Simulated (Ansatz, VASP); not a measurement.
## Cross-check of Sb (Antimony) between VASP and Ansatz

One calculation is typed for both programs; each brings its own data sets. How far apart do they land? The cell is taken from a series of runs on this material, whose earlier steps may have relaxed, scaled, displaced or heated it; both programs get it as it stands.

Program: Ansatz 0.2.0. Level of theory: plane waves, with VASP 6.6.1 beside it; zone-centre phonons at LDA. Results are calculated unless marked as measured.

### Step 1. Starting point

Symmetry: R-3m, No. 166, trigonal system. Conventional cell: a = 4.281 Å, b = 4.281 Å, c = 10.854 Å, α = 90.00°, β = 90.00°, γ = 120.00°. Nearest to Sb lie 6 Sb at 2.90 to 3.24 Å.

### Step 2. VASP: zone-centre phonons, LDA

Second derivatives magnify differences that forces hide, and they need a tight electronic threshold.

Lines of VASP's logs that name or quote its potential files are left out, and so is its time.

Input file INCAR:

```
SYSTEM = Sb
PREC = Accurate
ENCUT = 500
EDIFF = 1E-08
NELM = 120
ISMEAR = 1
SIGMA = 0.2
LREAL = .FALSE.
ALGO = Normal
GGA = PW92
NBANDS = 11
LORBIT = 11
LWAVE = .FALSE.
LCHARG = .FALSE.
ISIF = 2
IBRION = 8
LASPH = .TRUE.
GGA_COMPAT = .FALSE.
KPAR = 2
```

Input file POSCAR:

```
Sb
1.0
    2.1403284403      1.2357192012      3.6180690542
   -2.1403284403      1.2357192012      3.6180690542
    0.0000000000     -2.4714384023      3.6180690542
Sb
2
Direct
    0.2368964907      0.2368964907      0.2368964907
    0.7631035093      0.7631035093      0.7631035093
```

Input file KPOINTS:

```
Automatic mesh
0
Gamma
15 15 15
0 0 0
```

The projector-augmented-wave data sets are Sb (LDA family, release 64).

Command:

```console
> mpirun -np 2 vasp_std
```

Numbers of over 12 decimals in the logs are rounded to 6 here.

The program printed:

```text
[banner, memory and clock lines left out]
running    2 mpi-ranks, on    1 nodes
 distrk:  each k-point on    1 cores,    2 groups
 distr:  one band on    1 cores,    1 groups

 POSCAR found type information on POSCAR Sb
 POSCAR found :  1 types and       2 ions
|                                                                             |
|               ----> ADVICE to this user running VASP <----                  |
|                                                                             |
|     You enforced a specific xc type in the INCAR file but a different       |
|     [... a line on the potential file left out ...]
|     I HOPE YOU KNOW WHAT YOU ARE DOING!                                     |
|                                                                             |

 LDA part: xc-table for (Slater(with rela. corr.)+PW92), standard interpolation
 POSCAR, INCAR and KPOINTS ok, starting setup
 FFT: planning ... GRIDC
 FFT: planning ... GRID_SOFT
 FFT: planning ... GRID
 WAVECAR not read
 entering main loop
       N       E                     dE             d eps       ncg     rms          rms(c)
DAV:   1     0.363090449865E+02    0.36309E+02   -0.35320E+03  7568   0.696E+02
DAV:   2    -0.768596827657E+01   -0.43995E+02   -0.42741E+02 10269   0.115E+02
DAV:   3    -0.962178235306E+01   -0.19358E+01   -0.19110E+01  9272   0.274E+01
DAV:   4    -0.963972357519E+01   -0.17941E-01   -0.17922E-01  8432   0.309E+00
DAV:   5    -0.963993134151E+01   -0.20777E-03   -0.20776E-03  8839   0.376E-01    0.328E+00
DAV:   6    -0.962399865425E+01    0.15933E-01   -0.35197E-03  8443   0.322E-01    0.196E+00
DAV:   7    -0.961511885644E+01    0.88798E-02   -0.75179E-03  8261   0.464E-01    0.547E-02
DAV:   8    -0.961512567713E+01   -0.68207E-05   -0.21928E-04  8504   0.105E-01    0.175E-02
DAV:   9    -0.961512927268E+01   -0.35955E-05   -0.14670E-05  8681   0.238E-02    0.683E-03
DAV:  10    -0.961512893944E+01    0.33324E-06   -0.16085E-06  8540   0.705E-03    0.970E-04
DAV:  11    -0.961512897278E+01   -0.33347E-07   -0.15201E-07  8621   0.240E-03    0.349E-04
DAV:  12    -0.961512897252E+01    0.26711E-09   -0.98602E-09  5140   0.551E-04
   1 F= -.96151290E+01 E0= -.96158555E+01  d E =0.217960E-02
 Linear response reoptimize wavefunctions to high precision
DAV:   1    -0.961512897274E+01   -0.22351E-09   -0.16550E-09  6787   0.279E-04
DAV:   2    -0.961512897275E+01   -0.13870E-10   -0.11494E-10  4309   0.818E-05
 Linear response DOF=           2
 Linear response progress:
  Degree of freedom:   1/  2
       N       E                     dE             d eps       ncg     rms          rms(c)
RMM:   1    -0.260741299560E-01   -0.26074E-01    0.20958E-02 75701   0.123E+00
RMM:   2    -0.257034019519E-01    0.37073E-03   -0.17963E-03 58564   0.256E-01    0.511E-02
RMM:   3    -0.257087795900E-01   -0.53776E-05   -0.47869E-05 61700   0.419E-02    0.301E-02
RMM:   4    -0.257700234152E-01   -0.61244E-04   -0.22449E-05 61803   0.209E-02    0.237E-03
RMM:   5    -0.257768129521E-01   -0.67895E-05   -0.15442E-06 63048   0.390E-03    0.106E-03
RMM:   6    -0.257783144221E-01   -0.15015E-05    0.61725E-08 60110   0.928E-04    0.320E-04
RMM:   7    -0.257774110426E-01    0.90338E-06    0.14747E-07 64063   0.234E-04    0.938E-05
RMM:   8    -0.257774127032E-01   -0.16606E-08    0.25311E-08 65267   0.480E-05    0.213E-05
 first order change of Fermi-energy  -0.86747E-05
 force on displaced ion       1 direction 1 :  -1.759   0.000   0.000
 Linear response progress:
  Degree of freedom:   2/  2
       N       E                     dE             d eps       ncg     rms          rms(c)
RMM:   1    -0.270557935042E-01   -0.27056E-01    0.13609E-02 14950   0.124E+00
RMM:   2    -0.257478657311E-01    0.13079E-02   -0.17630E-03 11860   0.266E-01    0.490E-02
RMM:   3    -0.256623384789E-01    0.85527E-04   -0.45407E-05 12566   0.453E-02    0.293E-02
RMM:   4    -0.256089047317E-01    0.53434E-04   -0.25964E-05 12223   0.250E-02    0.689E-03
RMM:   5    -0.256185582207E-01   -0.96535E-05   -0.75671E-07 12660   0.515E-03    0.236E-03
RMM:   6    -0.256204390906E-01   -0.18809E-05   -0.46415E-08 12745   0.106E-03    0.785E-04
RMM:   7    -0.256196125317E-01    0.82656E-06    0.53770E-09 12896   0.317E-04    0.190E-04
RMM:   8    -0.256196377896E-01   -0.25258E-07    0.17707E-09 13078   0.502E-05    0.261E-05
RMM:   9    -0.256196530550E-01   -0.15265E-07   -0.31873E-10 13116   0.190E-05    0.159E-05
RMM:  10    -0.256196508995E-01    0.21554E-08    0.81305E-12 13117   0.659E-06    0.241E-06
 first order change of Fermi-energy  -0.51309E+00
 force on displaced ion       1 direction 3 :   0.000  -0.000  -4.470
 Linear response finished
```

OUTCAR, selected parts (step 2):

```text
ion  position               nearest neighbor table
   1  0.237  0.237  0.237-   2 2.90   2 2.90   2 2.90   2 3.24   2 3.24   2 3.24
   2  0.763  0.763  0.763-   1 2.90   1 2.90   1 2.90   1 3.24   1 3.24   1 3.24

  LATTYP: Found a trigonal (rhomboedric) cell.
 ALAT       =     4.3816014718
 COS(alpha) =     0.5227729054

 Subroutine GETGRP returns: Found 12 space group operations
 (whereof 12 operations were pure point group operations)

The static configuration has the point symmetry D_3d.

 Found    344 irreducible k-points:

   k-points           NKPTS =    344   k-points in BZ     NKDIM =    344   number of bands    NBANDS=     11

   dimension x,y,z NGX =    32 NGY =   32 NGZ =   32
   dimension x,y,z NGXF=    64 NGYF=   64 NGZF=   64

   ENCUT  =  500.0 eV  36.75 Ry    6.06 a.u.   7.99  7.99  7.99*2*pi/ulx,y,z

   NELECT =      10.0000    total number of electrons

 k-points in reciprocal lattice and weights: Automatic mesh
   0.00000000  0.00000000  0.00000000       0.000
   0.06666667 -0.00000000 -0.00000000       0.002
   0.13333333  0.00000000 -0.00000000       0.002
   0.20000000  0.00000000  0.00000000       0.002
   0.26666667  0.00000000 -0.00000000       0.002
   0.33333333 -0.00000000  0.00000000       0.002
   0.40000000  0.00000000  0.00000000       0.002
   0.46666667 -0.00000000  0.00000000       0.002
   0.06666667  0.06666667 -0.00000000       0.002
[...]
0.46666667  0.46666667  0.46666667       0.001
  -0.46666667  0.46666667  0.46666667       0.002

 average (electrostatic) potential at core
       1 -86.1744       2 -86.1744

  Total        0.3727169      0.3727169      0.3422777     -0.0000000      0.0000000      0.0000000
  in kB       10.4006703     10.4006703      9.5512638     -0.0000000      0.0000000      0.0000000
  external PRESSURE =      10.1175348 kB  Pullay stress =       0.0000000 kB

  energy-cutoff  :      500.00
  volume of cell :       57.42
      direct lattice vectors                 reciprocal lattice vectors
     2.140328440  1.235719201  3.618069054     0.233609006  0.134874223  0.092130175
    -2.140328440  1.235719201  3.618069054    -0.233609006  0.134874223  0.092130175
     0.000000000 -2.471438402  3.618069054     0.000000000 -0.269748445  0.092130175

 POSITION                                       TOTAL-FORCE (eV/Angst)
 -----------------------------------------------------------------------------------
      0.00000      0.00000      2.57132         0.000000      0.000000      0.059748
      0.00000      0.00000      8.28288         0.000000     -0.000000     -0.059748
 -----------------------------------------------------------------------------------
    total drift:                               -0.000000      0.000000     -0.000000

 Eigenvectors and eigenvalues of the dynamical matrix
 ----------------------------------------------------

   1 f  =    4.236124 THz    26.616350 2PiTHz  141.301873 cm-1    17.519192 meV
             X         Y         Z           dx          dy          dz
      0.000000  0.000000  2.571324    -0.000000    0.000000    0.707107
      0.000000  0.000000  8.282884     0.000000   -0.000000   -0.707107

   2 f  =    2.657426 THz    16.697097 2PiTHz   88.642176 cm-1    10.990224 meV
             X         Y         Z           dx          dy          dz
      0.000000  0.000000  2.571324    -0.000000    0.707107   -0.000000
      0.000000  0.000000  8.282884     0.000000   -0.707107    0.000000

   3 f  =    2.657426 THz    16.697097 2PiTHz   88.642176 cm-1    10.990224 meV
             X         Y         Z           dx          dy          dz
      0.000000  0.000000  2.571324    -0.707107   -0.000000    0.000000
      0.000000  0.000000  8.282884     0.707107    0.000000    0.000000

   4 f  =    0.000000 THz     0.000000 2PiTHz    0.000001 cm-1     0.000000 meV
             X         Y         Z           dx          dy          dz
      0.000000  0.000000  2.571324     0.000000    0.669069    0.228793
      0.000000  0.000000  8.282884     0.000000    0.669069    0.228793

   5 f  =    0.000000 THz     0.000000 2PiTHz    0.000001 cm-1     0.000000 meV
             X         Y         Z           dx          dy          dz
      0.000000  0.000000  2.571324     0.707107   -0.000000   -0.000000
      0.000000  0.000000  8.282884     0.707107   -0.000000   -0.000000

   6 f/i=    0.000000 THz     0.000000 2PiTHz    0.000002 cm-1     0.000000 meV
             X         Y         Z           dx          dy          dz
      0.000000  0.000000  2.571324     0.000000   -0.228793    0.669069
      0.000000  0.000000  8.282884     0.000000   -0.228793    0.669069

 ELASTIC MODULI CONTR FROM IONIC RELAXATION (kBar)
 Direction    XX          YY          ZZ          XY          YZ          ZX
 --------------------------------------------------------------------------------
 XX        -102.5364    -79.0453   -143.7623     -0.0000     47.1390      0.0000
 YY         -79.0453   -102.5364   -143.7623      0.0000    -47.1390     -0.0000
 ZZ        -143.7623   -143.7623   -227.6397      0.0000     -0.0000     -0.0000
 XY          -0.0000      0.0000      0.0000    -11.7455      0.0000     43.9736
 YZ          47.1390    -47.1390     -0.0000      0.0000   -189.1860     -0.0000
 ZX           0.0000     -0.0000     -0.0000     43.9736     -0.0000   -164.6313
 --------------------------------------------------------------------------------
```

### Step 3. Ansatz: zone-centre phonons, LDA

Ansatz runs on its default PAW (the set named soft_2) files.

The same cell, functional (in two slightly different forms), mesh and smearing now go to Ansatz, which takes its cutoff from its data sets.

Input file input.yaml:

```yaml
crystal:
  lattice:
    - [2.1403284403, 1.2357192012, 3.6180690542]
    - [-2.1403284403, 1.2357192012, 3.6180690542]
    - [0.0, -2.4714384023, 3.6180690542]
  atoms:
    - { symbol: Sb, position: [0.2368964907, 0.2368964907, 0.2368964907] }
    - { symbol: Sb, position: [0.7631035093, 0.7631035093, 0.7631035093] }
kpoints:
  mp_grid: { grid: [15, 15, 15] }
hamiltonian:
  xc: lda
scf:
  occupations: { method: methfessel_paxton, width: 0.2 }
output:
  eigenvalues: true
phonons:
  method: dfpt
```

Command:

```console
> ansatz run input.yaml --threads 8 --pin off --max-ram 14336MiB --backend cpu --events-out ev --progress --plain --runs-dir out
```

The program printed:

```text
Engine: ansatz 0.2.0, x86_64-unknown-linux-gnu
Pseudopotentials: kind: paw
Pseudopotential: Sb, paw, valence charge 15, recommended cutoff 420 eV (normal), Sb.paw.azcp
Functional definition: SPW92
  exchange = slater_x
  correlation = pw_c
Crystal: 2 atoms, lattice volume = 57.415 Å³
Basis set: ecut = 420 eV, 1123 PW (Γ), exchange–correlation on 60×60×60 points (8 copies of the dense FFT grid, shifted against one another)
Bands: 19, of which v1, the nominal top of the filled ones, is band 15 counted from 1 (14 counted from 0)
Symmetry: 12 space group operations
k-points: 904 of 3375 (irreducible under 2 space group operations, time reversal used)
Non-local potential: Sb, projectors of the file, l = 0: 2, l = 1: 2, l = 2: 2, l = 3: 2
PAW form: soft (Blöchl's): semilocal exchange-correlation on the pseudo side does not see the compensation charge
PAW frozen core: Sb, regenerated for the run's functional, and the local potential with it (the file was generated under x = pbe(κ = 0.804, μ = 0.219515), c = pbe(β = 0.066725))
PAW one-centre angular grid: Sb, 590 points (default); XC on 64 Gauss nodes
Initial density: superposition of atomic densities (neutral atoms: chi_scale 0, normalization atom), corrected by the library's trained network
Initial wavefunctions: pseudopotential atomic-orbital guess
Functional: x = slater, c = lda
SCF iter   1: F=—  HF=-12671.643135 eV  |F-HF|=—  |Δ(HF+E_count)|=         —  Δρ=6.62e-3  dr2=1.08e-2  ethr=1.77e-3  ⟨swp⟩=5.7  Hψ=84431  notcnv=0
preconditioner: auto → Kerker (q_TF=auto, 2.449 Å⁻¹)  [metal: Δε(μ)=0.026 eV  Ē_g=8.887 eV  σ=0.200 eV  W_gap=0.11  n_scr=14 (ndim 8)  ℏωp=15.5 eV  f_vac=0.000  D(μ)=0.22/eV (n_scr^D=0)]
SCF iter   2: F=—  HF=-12671.638111 eV  |F-HF|=—  |Δ(HF+E_count)|=   5.02e-3  S|Δr|=    0.00e0  Δρ=3.73e-3  dr2=3.51e-3  ethr=3.62e-5  ⟨swp⟩=1.8  Hψ=27290  notcnv=0
SCF iter   3: F=—  HF=-12671.636805 eV  |F-HF|=—  |Δ(HF+E_count)|=   1.31e-3  S|Δr|=    0.00e0  Δρ=5.37e-4  dr2=2.11e-4  ethr=1.17e-5  ⟨swp⟩=2.0  Hψ=26216  notcnv=0
SCF iter   4: F=—  HF=-12671.636728 eV  |F-HF|=—  |Δ(HF+E_count)|=   7.64e-5  S|Δr|=    0.00e0  Δρ=2.86e-4  dr2=3.05e-5  ethr=7.05e-7  ⟨swp⟩=2.0  Hψ=30746  notcnv=0
SCF iter   5: F=—  HF=-12671.636709 eV  |F-HF|=—  |Δ(HF+E_count)|=   1.90e-5  S|Δr|=    0.00e0  Δρ=8.95e-5  dr2=5.07e-6  ethr=1.02e-7  ⟨swp⟩=2.0  Hψ=27384  notcnv=0
SCF iter   6: F=—  HF=-12671.636708 eV  |F-HF|=—  |Δ(HF+E_count)|=   9.64e-7  S|Δr|=    0.00e0  Δρ=1.79e-5  dr2=3.26e-7  ethr=1.69e-8  ⟨swp⟩=2.9  Hψ=30907  notcnv=0
SCF iter   7: F=—  HF=-12671.636708 eV  |F-HF|=—  |Δ(HF+E_count)|=   4.28e-7  S|Δr|=    0.00e0  Δρ=7.49e-6  dr2=2.57e-8  ethr=1.09e-9  ⟨swp⟩=2.0  Hψ=21786  notcnv=0
SCF iter   8: F=—  HF=-12671.636708 eV  |F-HF|=—  |Δ(HF+E_count)|=   6.16e-9  S|Δr|=    0.00e0  Δρ=1.50e-6  dr2=1.00e-9  ethr=8.58e-11  ⟨swp⟩=2.0  Hψ=30677  notcnv=0
SCF iter   9: F=—  HF=-12671.636708 eV  |F-HF|=—  |Δ(HF+E_count)|=  2.80e-10  S|Δr|=    0.00e0  Δρ=2.69e-7  dr2=9.54e-11  ethr=3.35e-12  ⟨swp⟩=2.0  Hψ=30802  notcnv=0
SCF iter  10: F=-12671.636708 eV  HF=-12671.636708 eV  |F-HF|=1.82e-12  |Δ(HF+E_count)|=  1.82e-11  S|Δr|=    0.00e0  Δρ=7.86e-8  dr2=7.85e-12  ethr=1.00e-12  ⟨swp⟩=6.0  Hψ=69406  notcnv=0
SCF 1 converged in 10 iterations: F = -12671.636708 eV  dr2 = 7.85e-12
  greatest PAW one-centre occupation: 0.998 electrons in one spin orbital (limit 2), on the Sb atom at site 1 (counted from 0), in its partial waves of l = 2
DFPT response loops at Γ: preconditioner auto → Kerker (q_TF=auto, 2.449 Å⁻¹) (partly filled bands, converged f_vac=0.000); β = 1.00, the filter's whole step (`scf.mixing.beta` (0.50) is not read by the response loops under this deck's `scf.mixing.preconditioner`; to damp them name `kerker` or `kerker_dos`, under which they read `scf.mixing.beta`, and type it under 1.00, their step now; both keys bind the ground state too); Broyden in place of MSR1
SCF converged after 10 iterations
Stability not checked: this state was not tested for a lower state beside it, because cold or Methfessel-Paxton smearing, or corrected tetrahedra, fill the levels in a way that the test cannot read (fill_not_monotonic; see scf.lower_state_search)
Free energy (F): -12671.636708 eV
Harris-Foulkes:  -12671.636708 eV  (|F-HF|=1.82e-12)
Internal energy: -12671.638868 eV  (E = F + TS)
E sigma→0 (E₀):  -12671.637248 eV
Entropy (-TS):   0.002160 eV (1.080 meV/atom)
Fermi energy:    10.451613 eV
Step filling:    the computed levels leave a gap of 0.0000 eV = 0.0 smearing widths at the electron count; against every level under it full and every level over it empty, smearing changes F+E_penalty+E_count by +0.516 meV and its σ→0 estimate by -0.024 meV
--- Per-component energies (eV) ---
  E_band       = -325.257941
  E_kinetic    = 418.030703
  E_local      = -3113.337453  (includes V_loc(G=0)·N_el)
  E_nonlocal   = 732.836787
  E_hartree    = 1411.722324
  E_xc         = -276.652237
  E_vxc        = -195.830496  (∫ρ·V_xc dr)
  E_paw        = -8853.135890  (= ΣΔE_a)
  E_vpaw       = -990.402110  (= ΣTr[D̂ρ^β])
  E_aug_tail   = -0.000004  (compensation charges beyond the density's cutoff)
  E_ewald      = -2992.220743
  E_core_change = 1.117647  (= ΣΔE_core)
  E_smearing   = 0.002160  (= −TS)
  E_closure    = -0.000000  (closes the sum)
  Σ components = -12671.636708   (vs F -12671.636708, Δ=0.00e0)
--- Band table (eV; the first three rows and the last of 904) ---
  k-point 0: bands = [... 11 lower, 5.8273, 8.4913, 8.6063, 8.6063, 12.9580, 13.3996, 13.3996, 15.4924]
  k-point 1: bands = [... 11 lower, 5.5512, 8.5084, 8.6028, 8.7535, 12.8838, 13.2387, 13.2465, 15.2760]
  k-point 2: bands = [... 11 lower, 4.8883, 8.5255, 8.5965, 9.0746, 12.6211, 12.8164, 12.8570, 15.0509]
  k-point 903: bands = [... 11 lower, 1.1176, 8.3823, 8.9780, 9.9107, 10.6442, 10.8158, 12.0351, 17.6960]
--- Phonons (Γ-DFPT): 2 representative perturbations + reference, on 904 of 3375 k-points (Σ response iterations 6) ---
  k mesh reduced under 2 symmetry operations, with k and −k counted as one. Each operation leaves every solved perturbation unchanged. A smaller set is not used because it would not reduce the number of displacements times k-points to solve
  ASR residual: 3.560e-5 → 0.000e0 eV/Å²; symmetrization residual: 6.277e-5 eV/Å²
  ASR residual per site (eV/Å²): 3.56e-5 3.56e-5
  Γ frequencies (cm⁻¹): 0.00 0.00 0.00 84.02 84.02 138.15
  non-analytic LO–TO correction: not included (Born effective charges unavailable; polar crystals: no LO–TO splitting at Γ)
```

### Step 4. Comparison

Known differences besides the potentials themselves: the data sets hold 30 valence electrons in Ansatz (on its default PAW (the set named soft_2) files) and 10 in VASP; the cutoff is 420 eV in Ansatz and 500 eV in VASP; VASP's log shows a relativistic correction to its local exchange, Ansatz's none. Total energies have different zeros and are not compared.

Both answers:

| quantity | Ansatz | VASP | difference |
| --- | --- | --- | --- |
| optical mode 1 to 2 (cm⁻¹) | 84.0 | 88.6 | -5.21 % |
| optical mode 3 (cm⁻¹) | 138.2 | 141.3 | -2.23 % |

Modes are paired by rising frequency, not by their patterns, so a pair may set unlike modes beside each other; they are those without the splitting of longitudinal modes.

### Step 5. What came out

* r.m.s. difference of the optical zone-centre modes, each program's sorted by frequency (zone-centre phonons, LDA): 4.2 cm⁻¹
* difference in optical mode 1 to 2 (zone-centre phonons, LDA): -5.2 %

**Reading.** The r.m.s. difference of the optical zone-centre modes, each program's sorted by frequency is 4.2 cm⁻¹ (zone-centre phonons, LDA). The data sets hold unlike numbers of valence electrons (30 in Ansatz and 10 in VASP), so part of the differences comes from the potentials. Among the rows given in per cent, the largest difference of the zone-centre phonons, LDA pair is in optical mode 1 to 2, -5.2 %. Such differences can come from data sets, numerical settings and the points named under the comparisons, not from the functional's error against experiment.

[Lines on the potential files, build, host, timing and source positions are cut from VASP's logs without a mark.]

[Logs are printed without paths, hosts, clocks, repeated set-up lines and the standing remarks that a program may print on its own settings, such as how far it seeks lower states.]

[Hosts, paths, dates, database ids (printed as entryN), source tags and the programs' standing remarks are cut or masked in the printed files.]
